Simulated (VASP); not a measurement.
Method: revPBE GGA, VASP's PBE PAW potentials (set 64) (plane waves; VASP).

VASP ran on this input.

INCAR:
```
# general
SYSTEM  =  MgO
PREC    =  Accurate
ENCUT   =  520
LREAL   =  .FALSE.
LASPH   =  .TRUE.

# electronic loop
EDIFF   =  1E-7
NELM    =  100
ALGO    =  Normal

# smearing
ISMEAR  =  0
SIGMA   =  0.05

# functional
GGA     =  RE

# ions
ISIF    =  2

# output
LWAVE   =  .FALSE.
LCHARG  =  .FALSE.
```

File KPOINTS:
```
Automatic mesh
0
Gamma
11 11 11
0 0 0
```

### POSCAR
```
MgO
1
    0.0000000000     2.0962323130     2.0962323130
    2.0962323130     0.0000000000     2.0962323130
    2.0962323130     2.0962323130     0.0000000000
Mg O
1 1
Direct
  0.0000000000   0.0000000000   0.0000000000
  0.5000000000   0.5000000000   0.5000000000
```

POTCAR, in this order: Mg O (PBE.64 set). Program: vasp_std.

What VASP printed:

### OSZICAR
```
       N       E                     dE             d eps       ncg     rms          rms(c)
DAV:   1     0.122845560728E+02    0.12285E+02   -0.47865E+03  1048   0.879E+02
DAV:   2    -0.125093715038E+02   -0.24794E+02   -0.23337E+02  1104   0.138E+02
DAV:   3    -0.128365080526E+02   -0.32714E+00   -0.32714E+00  1152   0.174E+01
DAV:   4    -0.128370325105E+02   -0.52446E-03   -0.52446E-03  1256   0.637E-01
DAV:   5    -0.128370329528E+02   -0.44227E-06   -0.44227E-06  1168   0.131E-02    0.726E+00
DAV:   6    -0.112925204746E+02    0.15445E+01   -0.97685E+00   896   0.223E+01    0.224E+00
DAV:   7    -0.112876454140E+02    0.48751E-02   -0.35812E-02   984   0.247E+00    0.134E+00
DAV:   8    -0.112895488603E+02   -0.19034E-02   -0.27852E-02   896   0.252E+00    0.152E-01
DAV:   9    -0.112895222547E+02    0.26606E-04   -0.55756E-04  1312   0.197E-01    0.684E-02
DAV:  10    -0.112896888486E+02   -0.16659E-03   -0.21376E-04   912   0.157E-01    0.991E-03
DAV:  11    -0.112896888016E+02    0.46955E-07   -0.43148E-06  1352   0.218E-02    0.188E-03
DAV:  12    -0.112896887136E+02    0.88085E-07   -0.12096E-07  1000   0.487E-03
   1 F= -.11289689E+02 E0= -.11289689E+02  d E =-.413404E-17
```

OUTCAR:
```
------------------------ aborting loop because EDIFF is reached ----------------------------------------
  FORCE on cell =-STRESS in cart. coord.  units (eV):
  Direction    XX          YY          ZZ          XY          YZ          ZX
  --------------------------------------------------------------------------------------
  Total        1.1627987      1.1627987      1.1627987      0.0000000      0.0000000      0.0000000
  in kB      101.1269454    101.1269454    101.1269454      0.0000000      0.0000000      0.0000000
  external PRESSURE =     101.1269454 kB  Pullay stress =       0.0000000 kB
  volume of cell :       18.42
      direct lattice vectors                 reciprocal lattice vectors
     0.000000000  2.096232313  2.096232313    -0.238523181  0.238523181  0.238523181
     2.096232313  0.000000000  2.096232313     0.238523181 -0.238523181  0.238523181
     2.096232313  2.096232313  0.000000000     0.238523181  0.238523181 -0.238523181
  FREE ENERGIE OF THE ION-ELECTRON SYSTEM (eV)
  ---------------------------------------------------
  free  energy   TOTEN  =       -11.2896887136 eV

  energy  without entropy=      -11.2896887136  energy(sigma->0) =      -11.28968871
```
(Selected blocks of OUTCAR.)

OUTCAR:
```
 val. band max:        3.4137990446   @ k =   0.0000   0.0000   0.0000

 cond. band min:       8.3587591842   @ k =   0.0000   0.0000   0.0000


 Fermi energy:         3.6893168114

 k-point     1 :       0.0000    0.0000    0.0000
  band No.  band energies     occupation
      1     -13.9774      2.00000
      2       3.4138      2.00000
      3       3.4138      2.00000
      4       3.4138      2.00000
      5       8.3588      0.00000
      6      19.3940      0.00000
      7      19.3940      0.00000
      8      19.3940      0.00000

 k-point     2 :       0.0909    0.0000    0.0000
  band No.  band energies     occupation
      1     -13.8885      2.00000
      2       2.8669      2.00000
      3       3.3565      2.00000
      4       3.3565      2.00000
      5       8.8864      0.00000
      6      18.2917      0.00000
      7      19.5999      0.00000
      8      19.5999      0.00000

 k-point     3 :       0.1818    0.0000    0.0000
  band No.  band energies     occupation
      1     -13.6401      2.00000
      2       1.6954      2.00000
      3       3.2070      2.00000
      4       3.2070      2.00000
      5       9.9600      0.00000
      6      16.8426      0.00000
      7      20.0620      0.00000
      8      20.0620      0.00000

 k-point     4 :       0.2727    0.0000    0.0000
  band No.  band energies     occupation
      1     -13.2894      2.00000
      2       0.4478      2.00000
      3       3.0198      2.00000
      4       3.0198      2.00000
      5      10.9071      0.00000
      6      16.0455      0.00000
      7      20.3106      0.00000
      8      20.3106      0.00000

 k-point     5 :       0.3636    0.0000    0.0000
  band No.  band energies     occupation
      1     -12.9353      2.00000
      2      -0.5744      2.00000
      3       2.8553      2.00000
      4       2.8553      2.00000
      5      11.3701      0.00000
      6      15.9989      0.00000
      7      20.1770      0.00000
...
```

The compound is MgO in the rock salt structure. This cell is one point of a volume scan, at 0.94 of the reference volume.
